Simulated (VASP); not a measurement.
All values below come from r2SCAN meta-GGA, VASP's PBE PAW potentials (set 64) (plane waves; VASP).

VASP ran on this input.

### KPOINTS
```
Automatic mesh
0
Gamma
11 11 5
0 0 0
```

**INCAR**
```
NSW = 60   # most ionic steps
SYSTEM = WO
IBRION = 2   # conjugate gradients
LMAXMIX = 6
LASPH = .TRUE.   # aspherical one-centre terms
METAGGA = R2SCAN
ISMEAR = 1   # Methfessel-Paxton
PREC = Accurate
SIGMA = 0.1
ENCUT = 520
ISIF = 3   # ions, shape and volume
ALGO = Normal
LWAVE = .FALSE.
EDIFFG = -0.02   # ionic stop
LREAL = .FALSE.
EDIFF = 1E-6   # SCF stop (eV)
LCHARG = .FALSE.
NELM = 100
LMIXTAU = .TRUE.
```

### POSCAR
```
WO
1
    2.7545846929     0.0000000000     0.0000000000
   -1.3772923465     2.3855403747    -0.0000000000
    0.0000000000    -0.0000000000     6.3764931786
W O
2 2
Direct
  0.0000000000   1.0000000000   0.0000000000
  0.0000000000   1.0000000000   0.5000000000
  0.3333330000   0.6666670000   0.2500000000
  0.6666670000   0.3333330000   0.7500000000
```

POTCAR, in this order: W_sv O (PBE.64 set). Program: vasp_std.

Energy and stress use the plane-wave basis of the starting cell. Unless said otherwise, spin-orbit coupling is left out, though it shifts the bands of the heavy elements here.

Predict the energy per atom (σ→0), volume per atom, band gap (on the k-mesh).

- energy per atom (σ→0): -29.122 eV/atom
- band gap (on the k-mesh): none (metal, semimetal or under 0.01 eV)
- volume per atom: 10.69 Å³/atom

File OSZICAR:
```
...
DAV:   3    -0.116488046556E+03    0.16677E-03   -0.43880E-04  2512   0.179E-01    0.363E-02
DAV:   4    -0.116488135136E+03   -0.88579E-04   -0.80010E-05  2728   0.781E-02    0.158E-02
DAV:   5    -0.116488070711E+03    0.64425E-04   -0.50171E-05  2608   0.594E-02    0.376E-03
DAV:   6    -0.116488106221E+03   -0.35510E-04   -0.38791E-06  2000   0.187E-02    0.873E-04
DAV:   7    -0.116488080398E+03    0.25822E-04   -0.15393E-06  1440   0.114E-02    0.891E-04
DAV:   8    -0.116488085811E+03   -0.54126E-05   -0.12241E-07  1152   0.294E-03    0.482E-04
DAV:   9    -0.116488085215E+03    0.59592E-06   -0.48592E-08  1152   0.164E-03
   8 F= -.11648809E+03 E0= -.11648910E+03  d E =-.478845E-04
```

The structure was generated: WO was put into the NiAs type type (P6_3/mmc), which need not be its known phase. This run relaxes it. Symmetry was kept, so distortions that lower it aren't found. The start is the result of an earlier pass.
